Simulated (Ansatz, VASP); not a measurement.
## W: VASP beside Ansatz

Wanted: the spread between two codes on one cell, functional and k mesh.

Main program and level: Ansatz 0.2.0; plane waves, with VASP 6.6.1 beside it; single point at r2SCAN.

The database entry behind the starting cell lists a temperature of 2171 K, so it need not match the best structure at ambient conditions.

## (1) Starting point

It takes space group Im-3m (No. 229, cubic). Conventional cell: a = 3.158 Å, b = 3.158 Å, c = 3.158 Å, α = 90.00°, β = 90.00°, γ = 90.00°. Nearest to W lie 8 W at 2.73 Å.

As a file:

```xyz
1
Lattice="-1.5789 1.5789 1.5789 1.5789 -1.5789 1.5789 1.5789 1.5789 -1.5789" Properties=species:S:1:pos:R:3 pbc="T T T"
W     0.0000    0.0000    0.0000
```

## (2) VASP: single point, r2SCAN

With cell and atoms fixed, the geometry can't cause a difference; cores, projectors, grids and the points listed under the comparison can.

Lines of VASP's logs that name or quote its potential files are left out, and so is its time.

Contents of INCAR:

```
SYSTEM = W
PREC = Accurate
ENCUT = 450
EDIFF = 1E-06
NELM = 100
ISMEAR = 1
SIGMA = 0.15
LREAL = .FALSE.
ALGO = Normal
METAGGA = R2SCAN
LASPH = .TRUE.
NBANDS = 13
LORBIT = 11
LWAVE = .FALSE.
LCHARG = .FALSE.
KPAR = 4
```

Contents of POSCAR:

```
W
1.0
   -1.5788617730      1.5788617730      1.5788617730
    1.5788617730     -1.5788617730      1.5788617730
    1.5788617730      1.5788617730     -1.5788617730
W
1
Direct
    0.0000000000      0.0000000000      0.0000000000
```

Contents of KPOINTS:

```
Automatic mesh
0
Gamma
15 15 15
0 0 0
```

PAW data sets: W_sv (PBE family, release 64).

Launch:

```
$ mpirun -np 4 vasp_std
```

Numbers of over 12 decimals in the logs are rounded to 6 here.

The log of the run:

```text
[banner, memory and clock lines left out]
running    4 mpi-ranks, on    1 nodes
 distrk:  each k-point on    1 cores,    4 groups
 distr:  one band on    1 cores,    1 groups

 POSCAR found type information on POSCAR W
 POSCAR found :  1 types and       1 ions
|                                                                             |
|               ----> ADVICE to this user running VASP <----                  |
|                                                                             |
|     You enforced a specific xc type in the INCAR file but a different       |
|     [... a line on the potential file left out ...]
|     I HOPE YOU KNOW WHAT YOU ARE DOING!                                     |
|                                                                             |

 LDA part: xc-table for (None), standard interpolation
 POSCAR, INCAR and KPOINTS ok, starting setup
 FFT: planning ... GRIDC
 FFT: planning ... GRID_SOFT
 FFT: planning ... GRID
 WAVECAR not read
 entering main loop
       N       E                     dE             d eps       ncg     rms          rms(c)
DAV:   1     0.374519293134E+02    0.37452E+02   -0.70440E+03  3165   0.115E+03
DAV:   2    -0.540762594804E+02   -0.91528E+02   -0.87770E+02  3540   0.304E+02
DAV:   3    -0.556111466681E+02   -0.15349E+01   -0.15306E+01  3465   0.388E+01
DAV:   4    -0.556170119397E+02   -0.58653E-02   -0.58652E-02  3475   0.263E+00
DAV:   5    -0.556170587825E+02   -0.46843E-04   -0.46843E-04  3480   0.223E-01    0.230E+01
DAV:   6    -0.513808213936E+02    0.42362E+01   -0.15754E+00  3185   0.171E+01    0.608E+00
DAV:   7    -0.513462558594E+02    0.34566E-01   -0.10510E-01  3550   0.431E+00    0.116E+00
DAV:   8    -0.513492784996E+02   -0.30226E-02   -0.25791E-02  3215   0.203E+00    0.108E+00
DAV:   9    -0.513488792210E+02    0.39928E-03   -0.29268E-03  3200   0.720E-01    0.135E-01
DAV:  10    -0.513489153298E+02   -0.36109E-04   -0.45757E-05  3585   0.848E-02    0.709E-02
DAV:  11    -0.513489073533E+02    0.79765E-05   -0.78755E-06  3215   0.342E-02    0.150E-02
DAV:  12    -0.513489075657E+02   -0.21244E-06   -0.83825E-08  1695   0.401E-03
   1 F= -.51348908E+02 E0= -.51349421E+02  d E =0.154028E-02
```

OUTCAR, selected parts (step 2):

```text
ion  position               nearest neighbor table
   1  0.000  0.000  0.000-

  LATTYP: Found a body centered cubic cell.
 ALAT       =     3.1577235460

 Subroutine GETGRP returns: Found 48 space group operations
 (whereof 48 operations were pure point group operations)

The static configuration has the point symmetry O_h .

 Found    120 irreducible k-points:

   k-points           NKPTS =    120   k-points in BZ     NKDIM =    120   number of bands    NBANDS=     13

   dimension x,y,z NGX =    20 NGY =   20 NGZ =   20
   dimension x,y,z NGXF=    40 NGYF=   40 NGZF=   40

   ENCUT  =  450.0 eV  33.07 Ry    5.75 a.u.   4.73  4.73  4.73*2*pi/ulx,y,z

   NELECT =      14.0000    total number of electrons

 k-points in reciprocal lattice and weights: Automatic mesh
   0.00000000  0.00000000  0.00000000       0.000
   0.06666667  0.00000000  0.00000000       0.004
   0.13333333  0.00000000  0.00000000       0.004
   0.20000000  0.00000000  0.00000000       0.004
   0.26666667  0.00000000  0.00000000       0.004
   0.33333333  0.00000000  0.00000000       0.004
   0.40000000  0.00000000  0.00000000       0.004
   0.46666667  0.00000000  0.00000000       0.004
   0.06666667  0.06666667  0.00000000       0.007
[...]
-0.46666667 -0.46666667  0.40000000       0.002
  -0.46666667  0.46666667  0.46666667       0.002

 average (electrostatic) potential at core
       1 -66.1940

 E-fermi :  11.3567

 k-point     1 :       0.0000    0.0000    0.0000
  band No.  band energies     occupation
    ...
      4     -27.5683      2.00000
      5       1.2222      2.00000
      6      10.0937      2.00000
      7      10.0937      2.00000
      8      10.0937      2.00000
      9      13.9666     -0.00000
     10      13.9666     -0.00000
     11      26.6642      0.00000
     12      26.6642      0.00000
     13      26.6642      0.00000

 k-point     2 :       0.0667    0.0000    0.0000
  band No.  band energies     occupation
    ...
      4     -27.5688      2.00000
      5       1.4486      2.00000
      6       9.9541      2.00000
      7      10.0592      2.00000
      8      10.3117      2.00000
      9      13.7433     -0.00000
     10      13.9658     -0.00000
     11      26.8558      0.00000
     12      27.0497      0.00000
     13      27.2107      0.00000

 k-point     3 :       0.1333    0.0000    0.0000
  band No.  band energies     occupation
    ...
      4     -27.5697      2.00000
      5       2.0904      2.00000
      6       9.5819      2.00000
      7       9.9053      2.00000
      8      10.9553      2.00102
      9      13.3315     -0.00000
     10      13.9800     -0.00000
     11      27.2838      0.00000
     12      28.1566      0.00000
     13      28.4825      0.00000

  Total        0.4625075      0.4625075      0.4625075      0.0000000      0.0000000     -0.0000000
  in kB       47.0692243     47.0692243     47.0692243      0.0000000      0.0000000     -0.0000000
  external PRESSURE =      47.0692243 kB  Pullay stress =       0.0000000 kB

  energy-cutoff  :      450.00
  volume of cell :       15.74
      direct lattice vectors                 reciprocal lattice vectors
    -1.578861773  1.578861773  1.578861773     0.000000000  0.316683834  0.316683834
     1.578861773 -1.578861773  1.578861773     0.316683834  0.000000000  0.316683834
     1.578861773  1.578861773 -1.578861773     0.316683834  0.316683834  0.000000000

 POSITION                                       TOTAL-FORCE (eV/Angst)
 -----------------------------------------------------------------------------------
      0.00000      0.00000      0.00000         0.000000     -0.000000     -0.000000
 -----------------------------------------------------------------------------------
    total drift:                                0.000000     -0.000000     -0.000000

  FREE ENERGIE OF THE ION-ELECTRON SYSTEM (eV)
  ---------------------------------------------------
  free  energy   TOTEN  =       -51.3489075657 eV

  energy  without entropy=      -51.3504478414  energy(sigma->0) =      -51.34942099

 total charge
# of ion       s       p       d       tot
------------------------------------------
    1        2.397   6.360   3.331  12.088

[... 3 further parts left out ...]
```

The PAW data sets were made with PBE, which is usual practice but a small mismatch for other functionals.

## (3) Ansatz: single point, r2SCAN

Ansatz runs on its default PAW (the set named soft_2) files.

The same cell, functional, mesh and smearing now go to Ansatz, which takes its cutoff from its data sets.

Contents of input.yaml:

```yaml
crystal:
  lattice:
    - [-1.578861773, 1.578861773, 1.578861773]
    - [1.578861773, -1.578861773, 1.578861773]
    - [1.578861773, 1.578861773, -1.578861773]
  atoms:
    - { symbol: W, position: [0.0, 0.0, 0.0] }
hamiltonian:
  xc: r2scan
  pseudopotentials: { kind: paw }
kpoints:
  mp_grid: { grid: [15, 15, 15] }
scf:
  occupations: { method: methfessel_paxton, width: 0.15 }
  n_extra_bands: 4
output:
  forces: true
  stress: true
  eigenvalues: true
```

Launch:

```
$ ansatz run input.yaml --threads 4 --pin off --max-ram 9216MiB --backend cpu --events-out ev --progress --plain --runs-dir out
```

The log of the run:

```text
scf.n_extra_bands = 4 over 7 filled bands (N_el = 14.0): the run solves 11 bands
Engine: ansatz 0.2.0, aarch64-unknown-linux-gnu
Pseudopotentials: kind: paw
Pseudopotential: W, paw, valence charge 14, recommended cutoff 500 eV (meta_gga), W.paw.azcp
Functional definition: r2SCAN
  parameter k0 = 0.174
  parameter k1 = 0.065
  parameter a1 = 4.9479
  exchange = r2scan_x(k0 = k0, k1 = k1, a1 = a1)
  correlation = r2scan_c
Crystal: 1 atoms, lattice volume = 15.743 Å³
Basis set: ecut = 500 eV, 381 PW (Γ), exchange–correlation on 80×80×80 points (64 copies of the dense FFT grid, shifted against one another)
Bands: 11, of which v1, the nominal top of the filled ones, is band 7 counted from 1 (6 counted from 0)
Symmetry: 48 space group operations
Space group: Im-3m (ITA 229), of the structure as read, at distance tolerance 2.5e-5 Å
k-points: 120 of 3375
Non-local potential: W, projectors of the file, l = 0: 3, l = 1: 2, l = 2: 2, l = 3: 1
PAW form: soft (Blöchl's): semilocal exchange-correlation on the pseudo side does not see the compensation charge
PAW frozen core: W, regenerated for the run's functional (the file was generated under x = pbe(κ = 0.804, μ = 0.219515), c = pbe(β = 0.066725))
PAW one-centre angular grid: W, 590 points (default); XC on 160 Gauss nodes
Initial density: superposition of atomic densities (neutral atoms: chi_scale 0, normalization atom), corrected by the library's trained network
Initial wavefunctions: pseudopotential atomic-orbital guess
Functional: x = r2scan, c = r2scan; τ floored in thin density (d = 2e-4 eV/Å³)
SCF iter   1: F=—  HF=-10397.278449 eV  |F-HF|=—  |Δ(HF+E_count)|=         —  Δρ=6.24e-3  dr2=1.82e-3  dr2_τ=5.36e-2  ethr=1.77e-3  ⟨swp⟩=5.0  Hψ=7486  notcnv=0
preconditioner: auto → none  [insulator: Δε(μ)=0.198 eV  Ē_g=9.597 eV  σ=0.150 eV  W_gap=0.77  n_scr=0 (ndim 8)  ℏωp=22.9 eV  f_vac=0.000  D(μ)=0.11/eV (n_scr^D=0)  ε∞_Penn≈6.7]
SCF iter   2: F=—  HF=-10397.296346 eV  |F-HF|=—  |Δ(HF+E_count)|=   1.79e-2  S|Δr|=    0.00e0  Δρ=3.68e-3  dr2=4.89e-4  dr2_τ=1.26e-4  ethr=1.30e-5  ⟨swp⟩=2.0  Hψ=2996  notcnv=0
SCF iter   3: F=—  HF=-10397.296945 eV  |F-HF|=—  |Δ(HF+E_count)|=   5.99e-4  S|Δr|=    0.00e0  Δρ=4.83e-4  dr2=1.05e-5  dr2_τ=9.55e-6  ethr=3.50e-6  ⟨swp⟩=2.8  Hψ=2034  notcnv=0
SCF iter   4: F=—  HF=-10397.296950 eV  |F-HF|=—  |Δ(HF+E_count)|=   5.47e-6  S|Δr|=    0.00e0  Δρ=6.95e-5  dr2=1.97e-7  dr2_τ=1.72e-7  ethr=7.48e-8  ⟨swp⟩=2.7  Hψ=2127  notcnv=0
SCF iter   5: F=-10397.296951 eV  HF=-10397.296951 eV  |F-HF|=3.68e-9  |Δ(HF+E_count)|=   6.59e-8  S|Δr|=    0.00e0  Δρ=7.91e-6  dr2=2.16e-9  dr2_τ=2.21e-9  ethr=7.14e-10  ⟨swp⟩=6.0  Hψ=6331  notcnv=0
SCF 1 converged in 5 iterations: F = -10397.296951 eV  dr2 = 2.16e-9
  greatest PAW one-centre occupation: 0.999 electrons in one spin orbital (limit 2), on the W atom at site 0 (counted from 0), in its partial waves of l = 0
SCF converged after 5 iterations
Stability not checked: this state was not tested for a lower state beside it, because cold or Methfessel-Paxton smearing, or corrected tetrahedra, fill the levels in a way that the test cannot read (fill_not_monotonic; see scf.lower_state_search)
Free energy (F): -10397.296951 eV
Harris-Foulkes:  -10397.296951 eV  (|F-HF|=3.68e-9)
Internal energy: -10397.298524 eV  (E = F + TS)
E sigma→0 (E₀):  -10397.297344 eV
Entropy (-TS):   0.001574 eV (1.574 meV/atom)
Fermi energy:    22.610198 eV
--- Per-component energies (eV) ---
  E_band       = -93.627659
  E_kinetic    = 451.273781
  E_local      = -594.410274  (includes V_loc(G=0)·N_el)
  E_nonlocal   = 0.988168
  E_hartree    = 214.286744
  E_xc         = -249.335089
  E_vxc        = -260.289780  (∫ρ·V_xc dr)
  E_paw        = -8593.165082  (= ΣΔE_a)
  E_vpaw       = -133.182569  (= ΣTr[D̂ρ^β])
  E_aug_tail   = -0.000054  (compensation charges beyond the density's cutoff)
  E_vtau       = 13.420281  (kinetic-family band-sum trace: ∫τ·v_τ [+ j·A + Jᵃ·Aᵃ] dr)
  E_ewald      = -1626.348770
  E_core_change = -0.587949  (= ΣΔE_core)
  E_smearing   = 0.001574  (= −TS)
  E_closure    = 0.000000  (closes the sum)
  Σ components = -10397.296951   (vs F -10397.296951, Δ=0.00e0)
--- Forces (eV/Å), atoms counted from 1 ---
  atom   1  W     -0.00000000     0.00000000     0.00000000
  max |Σ_I F_I| component: 1.95e-32 eV/Å
--- Stress (GPa, compression-positive) ---
        3.439686      -0.000000      -0.000000
       -0.000000       3.439686       0.000000
       -0.000000      -0.000000       3.439686
  P = ⅓ Tr σ = 3.4397 GPa (34.397 kbar)
--- Band table (eV; the first three rows and the last of 120) ---
  k-point 0: bands = [... 3 lower, -16.2809, 12.4893, 21.3367, 21.3367, 21.3367, 25.2028, 25.2028, 37.8162]
  k-point 1: bands = [... 3 lower, -16.2812, 12.7161, 21.1981, 21.3034, 21.5552, 24.9800, 25.2028, 38.0068]
  k-point 2: bands = [... 3 lower, -16.2821, 13.3592, 20.8281, 21.1530, 22.2001, 24.5690, 25.2191, 38.4335]
  k-point 119: bands = [... 3 lower, -17.2489, 16.6246, 16.6555, 27.4766, 27.4766, 27.9014, 30.8952, 31.9254]
```

Wall time 1.6 s (4 threads of Arm Neoverse N1, shared host); peak memory 0.32 GiB.

The run ends at a pressure of 3.44 GPa.

## (4) Differences

Known differences besides the potentials themselves: VASP keeps PBE cores, Ansatz makes them for the functional; the cutoff is 500 eV in Ansatz and 450 eV in VASP. Total energies have different zeros and are not compared.

Compared:

```
                                        quantity  Ansatz  VASP  difference
                                  pressure (GPa)    3.44  4.71       -1.27
pressure without Ansatz's Pulay correction (GPa)    3.35  4.71       -1.35
```

Ansatz's pressure holds a Pulay correction of 0.09 GPa; VASP's holds none.

## (5) Further runs

Further runs change the set-up of one program: Ansatz's method, potentials or start, or VASP's data sets, cutoff or form of LDA. The table gives Ansatz less VASP for each quantity, since a change that brings one quantity closer may part another.

```csv
run,pressure (GPa),pressure without Ansatz's Pulay correction (GPa)
as above,-1.3,-1.4
cores kept as stored,-1.5,-1.5
Ansatz's all-electron LAPW method,-1.2,
Ansatz's larger PAW set (cutoff 950 eV),-1.2,
```

## (6) Outcome

- difference in pressure (single point, r2SCAN): -1.3 GPa

What this shows: The difference in pressure is -1.3 GPa (single point, r2SCAN), beyond the 1 GPa picked in this series as the mark of a large difference. For single point, r2SCAN, no further run moves any of the tabulated differences by more than a quarter of its size. 1 further run of this series is not shown here. Such differences can come from data sets, numerical settings and the points named under the comparisons, not from the functional's error against experiment.

[Lines on the potential files, build, host, timing and source positions are cut from VASP's logs without a mark.]

[Logs are printed without paths, hosts, clocks, repeated set-up lines and the standing remarks that a program may print on its own settings, such as how far it seeks lower states.]

[Hosts, paths, dates, database ids (printed as entryN), source tags and the programs' standing remarks are cut or masked in the printed files.]
